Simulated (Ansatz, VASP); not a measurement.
# Cross-check of Ge (Germanium) between VASP and Ansatz, part 2 of 2

Wanted: the spread between two codes on one cell, functional and k mesh. The cell is taken from a series of runs on this material, whose earlier steps may have relaxed, scaled, displaced or heated it; both programs get it as it stands.

VASP 6.6.1 and Ansatz 0.2.0.

So far: The starting structure; VASP: zone-centre phonons, PBEsol.

### Step 2. VASP: zone-centre phonons, PBEsol (continued)

Level of this step: PBEsol; plane waves and PAW (Ge_d) (VASP).

Numbers of over 12 decimals in the logs are rounded to 6 here.

OUTCAR, selected parts (step 2):

```text
ion  position               nearest neighbor table
   1  0.502  0.502  0.502-   2 2.41   2 2.41   2 2.41   2 2.45
   2  0.748  0.748  0.748-   1 2.41   1 2.41   1 2.41   1 2.45

  LATTYP: Found a trigonal (rhomboedric) cell.
 ALAT       =     4.0051994090
 COS(alpha) =     0.5276648644

 Subroutine GETGRP returns: Found 12 space group operations
 (whereof  6 operations were pure point group operations)

The static configuration has the point symmetry C_3v.
 The point group associated with its full space group is D_3d.

   k-points           NKPTS =   1728   k-points in BZ     NKDIM =   1728   number of bands    NBANDS=     20

   dimension x,y,z NGX =    30 NGY =   30 NGZ =   30
   dimension x,y,z NGXF=    60 NGYF=   60 NGZF=   60

   ENCUT  =  500.0 eV  36.75 Ry    6.06 a.u.   7.30  7.30  7.30*2*pi/ulx,y,z

   NELECT =      28.0000    total number of electrons

 k-points in reciprocal lattice and weights: Points of the shifted mesh
   0.04166667  0.04166667  0.04166667       0.001
   0.04166667  0.04166667  0.12500000       0.001
   0.04166667  0.04166667  0.20833333       0.001
   0.04166667  0.04166667  0.29166667       0.001
   0.04166667  0.04166667  0.37500000       0.001
   0.04166667  0.04166667  0.45833333       0.001
   0.04166667  0.04166667  0.54166667       0.001
   0.04166667  0.04166667  0.62500000       0.001
   0.04166667  0.04166667  0.70833333       0.001
[...]
0.95833333  0.95833333  0.87500000       0.001
   0.95833333  0.95833333  0.95833333       0.001

 average (electrostatic) potential at core
       1 -73.8092       2 -73.8092

  Total        0.9909654      0.9909654      0.9909654     -0.5132170     -0.5132170     -0.5132170
  in kB       36.4926713     36.4926713     36.4926713    -18.8994059    -18.8994059    -18.8994059
  external PRESSURE =      36.4926713 kB  Pullay stress =       0.0000000 kB

  energy-cutoff  :      500.00
  volume of cell :       43.51
      direct lattice vectors                 reciprocal lattice vectors
     0.078914811  2.831553881  2.831553881    -0.184140266  0.179147464  0.179147464
     2.831553881  0.078914811  2.831553881     0.179147464 -0.184140266  0.179147464
     2.831553881  2.831553881  0.078914811     0.179147464  0.179147464 -0.184140266

 POSITION                                       TOTAL-FORCE (eV/Angst)
 -----------------------------------------------------------------------------------
      2.88194      2.88194      2.88194        -0.001518     -0.001518     -0.001518
      4.29559      4.29559      4.29559         0.001518      0.001518      0.001518
 -----------------------------------------------------------------------------------
    total drift:                                0.000000      0.000000      0.000000

 Eigenvectors and eigenvalues of the dynamical matrix
 ----------------------------------------------------

   1 f  =    9.176829 THz    57.659718 2PiTHz  306.106070 cm-1    37.952299 meV
             X         Y         Z           dx          dy          dz
      2.881937  2.881937  2.881937     0.314448   -0.576559    0.262111
      4.295591  4.295591  4.295591    -0.314448    0.576559   -0.262111

   2 f  =    9.176829 THz    57.659718 2PiTHz  306.106070 cm-1    37.952299 meV
             X         Y         Z           dx          dy          dz
      2.881937  2.881937  2.881937    -0.484206   -0.030217    0.514423
      4.295591  4.295591  4.295591     0.484206    0.030217   -0.514423

   3 f  =    8.917637 THz    56.031165 2PiTHz  297.460345 cm-1    36.880366 meV
             X         Y         Z           dx          dy          dz
      2.881937  2.881937  2.881937    -0.408248   -0.408248   -0.408248
      4.295591  4.295591  4.295591     0.408248    0.408248    0.408248

   4 f  =    0.000000 THz     0.000001 2PiTHz    0.000006 cm-1     0.000001 meV
             X         Y         Z           dx          dy          dz
      2.881937  2.881937  2.881937     0.010582   -0.286273   -0.646480
      4.295591  4.295591  4.295591     0.010582   -0.286273   -0.646480

   5 f  =    0.000000 THz     0.000001 2PiTHz    0.000004 cm-1     0.000000 meV
             X         Y         Z           dx          dy          dz
      2.881937  2.881937  2.881937     0.031899   -0.645700    0.286450
      4.295591  4.295591  4.295591     0.031899   -0.645700    0.286450

   6 f  =    0.000000 THz     0.000001 2PiTHz    0.000003 cm-1     0.000000 meV
             X         Y         Z           dx          dy          dz
      2.881937  2.881937  2.881937     0.706308    0.033451   -0.003251
      4.295591  4.295591  4.295591     0.706308    0.033451   -0.003251

 ELASTIC MODULI CONTR FROM IONIC RELAXATION (kBar)
 Direction    XX          YY          ZZ          XY          YZ          ZX
 --------------------------------------------------------------------------------
 XX          -5.3330     -3.6035     -3.6035     11.9187     35.1552      8.6438
 YY          -3.6035     -5.3330     -3.6035      8.6438     11.9187     35.1552
 ZZ          -3.6035     -3.6035     -5.3330     35.1552      8.6438     11.9187
 XY          11.9187      8.6438     35.1552   -324.1076     38.2703     38.2703
 YZ          35.1552     11.9187      8.6438     38.2703   -324.1076     38.2703
 ZX           8.6438     35.1552     11.9187     38.2703     38.2703   -324.1076
 --------------------------------------------------------------------------------
```

### Step 3. Ansatz: zone-centre phonons, PBEsol

Ansatz runs on its PAW soft_1 files.

The same cell, functional, mesh and smearing now go to Ansatz, which takes its cutoff from its data sets.

The input, input.yaml:

```yaml
crystal:
  lattice:
    - [0.0789148112, 2.8315538807, 2.8315538807]
    - [2.8315538807, 0.0789148112, 2.8315538807]
    - [2.8315538807, 2.8315538807, 0.0789148112]
  atoms:
    - { symbol: Ge, position: [0.5019027845, 0.5019027845, 0.5019027845] }
    - { symbol: Ge, position: [0.7480972155, 0.7480972155, 0.7480972155] }
kpoints:
  mp_grid: { grid: [12, 12, 12], shift: [0.5, 0.5, 0.5] }
hamiltonian:
  xc: pbesol
  pseudopotentials: { kind: paw, azcp: { folder: soft_1 }, xc_functional: pbe }
scf:
  occupations: { method: gaussian, width: 0.015 }
output:
  eigenvalues: true
phonons:
  method: dfpt
```

On the command line:

```console
ansatz run input.yaml --threads 4 --pin off --max-ram 10240MiB --backend cpu --events-out ev --progress --plain --runs-dir out
```

The program printed:

```text
Engine: ansatz 0.2.0, aarch64-unknown-linux-gnu
Pseudopotentials: kind: paw
Pseudopotential: Ge, paw, valence charge 14, recommended cutoff 420 eV (normal), soft_1/Ge.paw.azcp
Functional definition: PBEsol
  exchange = pbesol_x
  correlation = pbesol_c
Crystal: 2 atoms, lattice volume = 43.507 Å³
Basis set: ecut = 420 eV, 875 PW (Γ), exchange–correlation on 64×64×64 points (8 copies of the dense FFT grid, shifted against one another)
Bands: 18, of which v1, the nominal top of the filled ones, is band 14 counted from 1 (13 counted from 0)
Symmetry: 12 space group operations
k-points: 468 of 1728 (irreducible under 2 space group operations, time reversal used)
Non-local potential: Ge, projectors of the file, l = 0: 2, l = 1: 2, l = 2: 3, l = 3: 1
PAW form: soft (Blöchl's): semilocal exchange-correlation on the pseudo side does not see the compensation charge
PAW frozen core: Ge, regenerated for the run's functional, and the local potential with it (the file was generated under x = pbe(κ = 0.804, μ = 0.219515), c = pbe(β = 0.066725))
PAW one-centre angular grid: Ge, 590 points (default); XC on 64 Gauss nodes
Initial density: superposition of atomic densities (chi_scale 0.1, normalization cell)
Initial wavefunctions: pseudopotential atomic-orbital guess
Functional: x = pbesol(κ = 0.804, μ = 0.123457), c = pbesol(β = 0.046)
SCF iter   1: F=—  HF=-8507.040563 eV  |F-HF|=—  |Δ(HF+E_count)|=         —  Δρ=3.71e-2  dr2=4.81e-1  ethr=3.10e-3  ⟨swp⟩=6.0  Hψ=39288  notcnv=0
preconditioner: auto → none  [insulator: Δε(μ)=0.352 eV  Ē_g=23.461 eV  σ=0.015 eV  W_gap=1.00  n_scr=14 (ndim 8)  ℏωp=29.8 eV  f_vac=0.000  D(μ)=0.00/eV (n_scr^D=0)  ε∞_Penn≈2.6]
SCF iter   2: F=—  HF=-8506.968182 eV  |F-HF|=—  |Δ(HF+E_count)|=   7.24e-2  Δρ=1.76e-2  dr2=8.78e-2  ethr=1.72e-3  ⟨swp⟩=2.0  Hψ=13977  notcnv=0
SCF iter   3: F=—  HF=-8506.961667 eV  |F-HF|=—  |Δ(HF+E_count)|=   6.51e-3  Δρ=2.03e-3  dr2=5.24e-4  ethr=3.14e-4  ⟨swp⟩=2.6  Hψ=12129  notcnv=0
SCF iter   4: F=—  HF=-8506.961775 eV  |F-HF|=—  |Δ(HF+E_count)|=   1.09e-4  Δρ=3.07e-4  dr2=3.76e-5  ethr=1.87e-6  ⟨swp⟩=2.0  Hψ=16807  notcnv=0
SCF iter   5: F=—  HF=-8506.961704 eV  |F-HF|=—  |Δ(HF+E_count)|=   7.16e-5  Δρ=1.27e-4  dr2=3.96e-6  ethr=1.34e-7  ⟨swp⟩=2.0  Hψ=14976  notcnv=0
SCF iter   6: F=—  HF=-8506.961703 eV  |F-HF|=—  |Δ(HF+E_count)|=   7.70e-7  Δρ=1.85e-5  dr2=1.15e-7  ethr=1.41e-8  ⟨swp⟩=2.0  Hψ=14976  notcnv=0
SCF iter   7: F=—  HF=-8506.961703 eV  |F-HF|=—  |Δ(HF+E_count)|=   3.68e-8  Δρ=4.13e-6  dr2=4.17e-9  ethr=4.09e-10  ⟨swp⟩=2.0  Hψ=14949  notcnv=0
SCF iter   8: F=—  HF=-8506.961703 eV  |F-HF|=—  |Δ(HF+E_count)|=  4.98e-10  Δρ=2.89e-7  dr2=3.44e-11  ethr=1.49e-11  ⟨swp⟩=2.0  Hψ=14976  notcnv=0
SCF iter   9: F=-8506.961703 eV  HF=-8506.961703 eV  |F-HF|=0.00e0  |Δ(HF+E_count)|=  6.18e-11  Δρ=1.69e-8  dr2=8.46e-14  ethr=1.00e-12  ⟨swp⟩=5.6  Hψ=32136  notcnv=0
SCF 1 converged in 9 iterations: F = -8506.961703 eV  dr2 = 8.46e-14
  greatest PAW one-centre occupation: 0.998 electrons in one spin orbital (limit 2), on the Ge atom at site 1 (counted from 0), in its partial waves of l = 2
DFPT response loops at Γ: preconditioner auto → none (the input reference at scf.mixing.eps_inf says where Resta's filter doesn't serve); β = 0.50; Broyden in place of MSR1
SCF converged after 9 iterations
Free energy (F): -8506.961703 eV
Harris-Foulkes:  -8506.961703 eV  (|F-HF|=0.00e0)
Internal energy: -8506.961703 eV  (E = F + TS)
E sigma→0 (E₀):  -8506.961703 eV
Fermi energy:    9.166058 eV
--- Per-component energies (eV) ---
  E_band       = -290.634964
  E_kinetic    = 187.033746
  E_local      = -4445.781555  (includes V_loc(G=0)·N_el)
  E_nonlocal   = 439.334172
  E_hartree    = 2121.973774
  E_xc         = -142.826935
  E_vxc        = -131.170053  (∫ρ·V_xc dr)
  E_paw        = -3945.152574  (= ΣΔE_a)
  E_vpaw       = -583.998867  (= ΣTr[D̂ρ^β])
  E_aug_tail   = 0.000036  (compensation charges beyond the density's cutoff)
  E_ewald      = -2723.378243
  E_core_change = 1.835876  (= ΣΔE_core)
  E_smearing   = -0.000000  (= −TS)
  E_closure    = -0.000000  (closes the sum)
  Σ components = -8506.961703   (vs F -8506.961703, Δ=0.00e0)
--- Band table (eV; the first three rows and the last of 468) ---
  k-point 0: bands = [... 10 lower, -4.1341, 8.0159, 9.0514, 9.0514, 9.7501, 11.3824, 11.6972, 11.6972]
  k-point 1: bands = [... 10 lower, -4.0164, 7.0576, 8.2559, 8.9509, 10.3174, 11.7949, 11.8306, 12.2855]
  k-point 2: bands = [... 10 lower, -3.7219, 5.5454, 7.6698, 8.5794, 10.1681, 12.2606, 12.3778, 13.5495]
  k-point 467: bands = [... 10 lower, -1.8741, 1.1693, 7.0683, 7.4678, 9.2811, 12.4824, 12.7729, 15.9295]
--- Phonons (Γ-DFPT): 1 representative perturbation + reference, on 468 of 1728 k-points (Σ response iterations 3) ---
  k mesh reduced under 2 symmetry operations, with k and −k counted as one. Each operation leaves every solved perturbation unchanged. A smaller set is not used because it would not reduce the number of displacements times k-points to solve
  ASR residual: 9.456e-6 → 0.000e0 eV/Å²; symmetrization residual: 1.926e-12 eV/Å²
  ASR residual per site (eV/Å²): 9.46e-6 9.46e-6
  Γ frequencies (cm⁻¹): 0.00 0.00 0.00 297.35 306.51 306.51
  non-analytic LO–TO correction: not included (Born effective charges unavailable; polar crystals: no LO–TO splitting at Γ)
```

The column dr2 measures how far the density is from self-consistency, as an energy; F and HF (Harris–Foulkes) agree once it is small.

### Step 4. Side by side

Known differences besides the potentials themselves: the cutoff is 420 eV in Ansatz and 500 eV in VASP; Ansatz makes its cores anew for this functional, VASP keeps those of its PBE data sets. Total energies have different zeros and are not compared.

Compared:

| quantity | Ansatz | VASP | difference |
| --- | --- | --- | --- |
| optical mode 1 (cm⁻¹) | 297.4 | 297.5 | -0.04 % |
| optical mode 2 to 3 (cm⁻¹) | 306.5 | 306.1 | +0.13 % |

Modes are paired by rising frequency, not by their patterns, so a pair may set unlike modes beside each other; they are those without the splitting of longitudinal modes.

### Step 5. Summary of results

```json
{"r.m.s. difference of the optical zone-centre modes, each program's sorted by frequency (zone-centre phonons, PBEsol)": "0.34 cm⁻¹"}
```

The r.m.s. difference of the optical zone-centre modes, each program's sorted by frequency is 0.34 cm⁻¹ (zone-centre phonons, PBEsol). Such differences can come from data sets, numerical settings and the points named under the comparisons, not from the functional's error against experiment.

[Lines on the potential files, build, host, timing and source positions are cut from VASP's logs without a mark.]

[Logs are printed without paths, hosts, clocks, repeated set-up lines and the standing remarks that a program may print on its own settings, such as how far it seeks lower states.]

[Hosts, paths, dates, database ids (printed as entryN), source tags and the programs' standing remarks are cut or masked in the printed files.]
